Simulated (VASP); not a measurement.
Output of a VASP run:

**OSZICAR**
```
       N       E                     dE             d eps       ncg     rms          rms(c)
DAV:   1    -0.286286392599E+01   -0.28629E+01   -0.32985E+03   384   0.786E+02
DAV:   2    -0.243395236211E+02   -0.21477E+02   -0.20390E+02   528   0.861E+01
DAV:   3    -0.250197115164E+02   -0.68019E+00   -0.68019E+00   480   0.217E+01
DAV:   4    -0.250214375700E+02   -0.17261E-02   -0.17261E-02   560   0.111E+00
DAV:   5    -0.250214485289E+02   -0.10959E-04   -0.10959E-04   504   0.655E-02    0.641E+00
DAV:   6    -0.235090092470E+02    0.15124E+01   -0.51048E-01   408   0.560E+00    0.351E+00
DAV:   7    -0.234405178595E+02    0.68491E-01   -0.78317E-01   416   0.815E+00    0.498E-01
DAV:   8    -0.238582044569E+02   -0.41769E+00   -0.31614E-01   384   0.507E+00    0.446E-01
DAV:   9    -0.233463231459E+02    0.51188E+00   -0.27890E-01   384   0.469E+00    0.179E-01
DAV:  10    -0.233722129586E+02   -0.25890E-01   -0.39807E-02   384   0.333E+00    0.398E-02
DAV:  11    -0.233688043292E+02    0.34086E-02   -0.62504E-04   488   0.379E-01    0.317E-02
DAV:  12    -0.233788420455E+02   -0.10038E-01   -0.27056E-03   384   0.959E-01    0.481E-02
DAV:  13    -0.233700542316E+02    0.87878E-02   -0.14850E-03   384   0.592E-01    0.776E-03
DAV:  14    -0.233700590267E+02   -0.47951E-05   -0.19568E-05   584   0.748E-02    0.663E-03
DAV:  15    -0.233700410168E+02    0.18010E-04   -0.74655E-06   384   0.423E-02    0.603E-03
DAV:  16    -0.233700533956E+02   -0.12379E-04   -0.13813E-05   384   0.467E-02    0.152E-03
DAV:  17    -0.233700537226E+02   -0.32695E-06   -0.38164E-07   464   0.745E-03    0.108E-03
DAV:  18    -0.233700536428E+02    0.79840E-07   -0.26733E-08   248   0.228E-03
   1 F= -.23370054E+02 E0= -.23370054E+02  d E =-.233701E+02
       N       E                     dE             d eps       ncg     rms          rms(c)
DAV:   1    -0.233701448093E+02   -0.91087E-04   -0.11971E-03   440   0.282E-01    0.134E-02
DAV:   2    -0.233701439275E+02    0.88187E-06   -0.92961E-06   440   0.297E-02    0.819E-03
DAV:   3    -0.233701462344E+02   -0.23069E-05   -0.57115E-06   384   0.276E-02    0.751E-04
DAV:   4    -0.233701442791E+02    0.19553E-05   -0.65219E-07   400   0.123E-02    0.508E-04
DAV:   5    -0.233701476430E+02   -0.33639E-05   -0.65633E-07   400   0.121E-02    0.372E-04
DAV:   6    -0.233701443007E+02    0.33423E-05   -0.67706E-07   384   0.120E-02    0.139E-04
DAV:   7    -0.233701441799E+02    0.12080E-06   -0.26551E-08   224   0.213E-03    0.263E-05
DAV:   8    -0.233701441835E+02   -0.36121E-08   -0.24957E-09   192   0.641E-04
   2 F= -.23370144E+02 E0= -.23370144E+02  d E =-.905408E-04
```

### OUTCAR
```
------------------------ aborting loop because EDIFF is reached ----------------------------------------
  FORCE on cell =-STRESS in cart. coord.  units (eV):
  Direction    XX          YY          ZZ          XY          YZ          ZX
  --------------------------------------------------------------------------------------
  Total       -0.5894441     -0.5894441     -0.6746795     -0.0000000      0.0000000      0.0000000
  in kB      -15.3947031    -15.3947031    -17.6208223     -0.0000000      0.0000000      0.0000000
  external PRESSURE =     -16.1367428 kB  Pullay stress =       0.0000000 kB
  volume of cell :       61.35
      direct lattice vectors                 reciprocal lattice vectors
     4.513230683 -0.000000000  0.000000000     0.221570771  0.000000000  0.000000000
    -0.000000000  4.513230683  0.000000000     0.000000000  0.221570771  0.000000000
     0.000000000  0.000000000  3.011666260     0.000000000  0.000000000  0.332042104
 POSITION                                       TOTAL-FORCE (eV/Angst)
 -----------------------------------------------------------------------------------
     -0.00000      4.51323      3.01167        -0.000000      0.000000     -0.000000
      2.25662      2.25662      1.50583        -0.000000      0.000000     -0.000000
      1.37464      1.37464      0.00000         0.005383      0.005383     -0.000000
      3.63125      0.88198      1.50583         0.005383     -0.005383      0.000000
      0.88198      3.63125      1.50583        -0.005383      0.005383     -0.000000
      3.13859      3.13859      3.01167        -0.005383     -0.005383      0.000000
 -----------------------------------------------------------------------------------
    total drift:                                0.000000      0.000000      0.000000
  FREE ENERGIE OF THE ION-ELECTRON SYSTEM (eV)
  ---------------------------------------------------
  free  energy   TOTEN  =       -23.3701441835 eV

  energy  without entropy=      -23.3701441835  energy(sigma->0) =      -23.37014418

 reached required accuracy - stopping structural energy minimisation
```
(Selected blocks of OUTCAR.)

POSCAR:
```
MgH2
1
    4.5117586141     0.0000000000     0.0000000000
    0.0000000000     4.5117586141     0.0000000000
    0.0000000000     0.0000000000     3.0136318370
Mg H
2 4
Direct
  0.0000000000   0.0000000000   0.0000000000
  0.5000000000   0.5000000000   0.5000000000
  0.3044909822   0.3044909822   0.0000000000
  0.8044909822   0.1955090178   0.5000000000
  0.1955090178   0.8044909822   0.5000000000
  0.6955090178   0.6955090178   0.0000000000
```

### Question
Reconstruct the remaining input files.

### Answer
This is not unique; one that fits is the input of the run itself, r2SCAN+rVV10, plane waves, VASP's PBE PAW potentials (set 64).

### INCAR
```
! general
SYSTEM  =MgH2
PREC    =Accurate
ENCUT   =520
LREAL   =F   ! projection in real space or not
LASPH   =T   ! aspherical one-centre terms

! electronic loop
EDIFF   =1E-7   ! SCF stop (eV)
NELM    =100
ALGO    =Normal   ! blocked Davidson
LMIXTAU =T

! smearing
ISMEAR  =0   ! Gaussian
SIGMA   =0.05

! functional
METAGGA =R2SCAN
LUSE_VDW=T
BPARAM  =11.95
CPARAM  =0.0093

! ions
IBRION  =2
NSW     =30   ! most ionic steps
ISIF    =4   ! ions and shape, fixed volume
EDIFFG  =-0.01

! output
LWAVE   =F
LCHARG  =F
```

**KPOINTS**
```
Automatic
0
G
 5 5 7
```

POTCAR, in this order: Mg H (PBE.64 set). Program: vasp_std.

The compound is MgH2 in the rutile structure. This cell is one point of a volume scan, at 1.03 of the reference volume. Symmetry was kept, so distortions that lower it aren't found.
